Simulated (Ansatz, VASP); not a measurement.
# One calculation of RuSe, two programs

```xyz
2
Lattice="3.1877 0.0000 0.0000 0.0000 3.1877 0.0000 0.0000 0.0000 3.1877" Properties=species:S:1:pos:R:3 pbc="T T T"
Ru    0.0000    0.0000    0.0000
Se    1.5938    1.5938    1.5938
```

The cell comes from a database or a generator and needn't be the stable form of this composition.

Alike in both runs: task single point; functional HSE(alpha, omega); k mesh 4 × 4 × 4; occupations fermi-dirac, width 0.05 eV; no spin polarisation.

|  | VASP | Ansatz |
| --- | --- | --- |
| version | VASP 6.6.1 | Ansatz 0.2.0 |
| potentials or method | VASP PAW PBE potentials, release 64 (Ru_pv, Se) | Ansatz PAW |
| plane-wave cutoff (eV) | 520 | 420 |
| valence electrons in the cell | 20 | 32 |

Ansatz gave:

```
gap on the k mesh at the Fermi level (eV) : none
pressure (GPa)                            : -16.0
```

Task: Which values does VASP return?

Result: gap on the k mesh at the Fermi level (eV): none; pressure (GPa): -16.1.

A gap of «none» marks a metal or a gap that the smearing closes. The two sets of potentials don't hold the same shells in valence.

Caveats: the k mesh is coarse (spacing up to 0.49 Å⁻¹), so the values aren't converged, least of all with exact exchange; the PAW data sets were made with another functional, which shifts forces and pressure a little (VASP); the PAW data sets come from PBE, with cores solved anew for the run's functional, which leaves a small shift of forces and pressure (Ansatz); the thresholds are loose for stress (Ansatz).
